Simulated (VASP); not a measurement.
```
CELL_PARAMETERS angstrom
     -1.59100     1.59100     3.90879
      1.59100    -1.59100     3.90879
      1.59100     1.59100    -3.90879
ATOMIC_POSITIONS crystal
  Si 0.66514 0.66514 0.00000
  Si 0.33486 0.33486 0.00000
  Mo 0.00000 0.00000 0.00000
```

All values below come from AM05 GGA, VASP's PBE PAW potentials (set 64) (plane waves; VASP). Numerical set-up: 520 eV cut-off, Gaussian smearing of 0.050 eV, potentials Si Mo_sv.

**Question.** Give the energies of bands 6 to 14 at the high-symmetry points, in eV from the Fermi level.

**Answer.** 
```json
[
 {"band": "6", "Γ": "-6.52", "X": "-6.83", "P": "-6.39", "N": "-9.55", "M": "-10.19", "S": "-9.00", "R": "-7.91"},
 {"band": "7", "Γ": "-3.39", "X": "-5.76", "P": "-6.39", "N": "-5.05", "M": "-3.68", "S": "-6.92", "R": "-5.64"},
 {"band": "8", "Γ": "-3.18", "X": "-5.14", "P": "-6.17", "N": "-4.56", "M": "-2.27", "S": "-2.87", "R": "-4.51"},
 {"band": "9", "Γ": "-2.65", "X": "-4.50", "P": "-2.73", "N": "-2.65", "M": "-0.58", "S": "-2.50", "R": "-3.80"},
 {"band": "10", "Γ": "-2.65", "X": "-3.15", "P": "-2.13", "N": "-2.60", "M": "-0.58", "S": "-2.34", "R": "-3.02"},
 {"band": "11", "Γ": "0.41", "X": "-1.23", "P": "-2.13", "N": "-0.52", "M": "-0.45", "S": "-0.41", "R": "-1.82"},
 {"band": "12", "Γ": "3.02", "X": "2.37", "P": "0.35", "N": "2.32", "M": "-0.45", "S": "1.52", "R": "1.79"},
 {"band": "13", "Γ": "3.31", "X": "2.81", "P": "2.37", "N": "3.16", "M": "0.55", "S": "2.99", "R": "2.06"},
 {"band": "14", "Γ": "3.61", "X": "3.20", "P": "4.01", "N": "4.21", "M": "4.77", "S": "3.69", "R": "2.67"}
]
```

It has no gap at this level: it comes out as a metal or semimetal.

The compound is MoSi2 in the MoSi2 type structure. It was relaxed first.
